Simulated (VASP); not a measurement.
An input for Ansatz (written as the equivalent of a VASP run, and not itself run):

Ansatz 0.2 input:
```yaml
crystal:
  lattice:
    - [0.0000000, 2.5110672, 2.5110672]
    - [2.5110672, 0.0000000, 2.5110672]
    - [2.5110672, 2.5110672, 0.0000000]
  atoms:
    - { symbol: Hf, position: [0.0000000, 0.0000000, 0.0000000] }
    - { symbol: O, position: [0.2500000, 0.2500000, 0.2500000] }
    - { symbol: O, position: [0.7500000, 0.7500000, 0.7500000] }
kpoints:
  mp_grid: { grid: [7, 7, 7] }
hamiltonian:
  xc: pbesol
  pseudopotentials: { kind: paw }
scf:
  occupations: { method: gaussian, width: 0.05 }
  max_iter: 100
relax:
  max_steps: 60
  f_tol: 0.02
  cell: {}
output: { forces: true, stress: true, eigenvalues: true }
```

### Question
Write the VASP files for the same calculation (PBEsol).

### Answer
This is not unique; one that fits is 
### INCAR
```
# general
SYSTEM   =  HfO2
PREC     =  Accurate
ENCUT    =  520
LREAL    =  .False.
LASPH    =  .True.

# electronic loop
EDIFF    =  1E-6
NELM     =  100
ALGO     =  Normal
LMAXMIX  =  6

# smearing
ISMEAR   =  0
SIGMA    =  0.05

# functional
GGA      =  PS

# ions
IBRION   =  2
NSW      =  60
ISIF     =  3
EDIFFG   =  -0.02

# output
LWAVE    =  .False.
LCHARG   =  .False.
```

File POSCAR:
```
HfO2
1
   -0.0000000000     2.5110671948     2.5110671948
    2.5110671948     0.0000000000     2.5110671948
    2.5110671948     2.5110671948    -0.0000000000
Hf O
1 2
Direct
  0.0000000000   0.0000000000   0.0000000000
  0.2500000000   0.2500000000   0.2500000000
  0.7500000000   0.7500000000   0.7500000000
```

**KPOINTS**
```
Automatic mesh
0
Gamma
7 7 7
0 0 0
```

POTCAR, in this order: Hf_pv O (PBE.64 set). Program: vasp_std.

The two are equivalent in intent, not identical: each code has its own PAW files, so the cut-off isn't converted (ENCUT is set for VASP's; basis.ecutwfc is left out, and Ansatz then takes the one that its files recommend); Ansatz stops its SCF on the density residual and VASP on the energy change (EDIFF).

The structure comes from a measured HfO2 entry (Fm-3m) of the Crystallography Open Database, whose conditions weren't checked. This run relaxes it. Symmetry was kept, so distortions that lower it aren't found. The start is the result of an earlier pass.
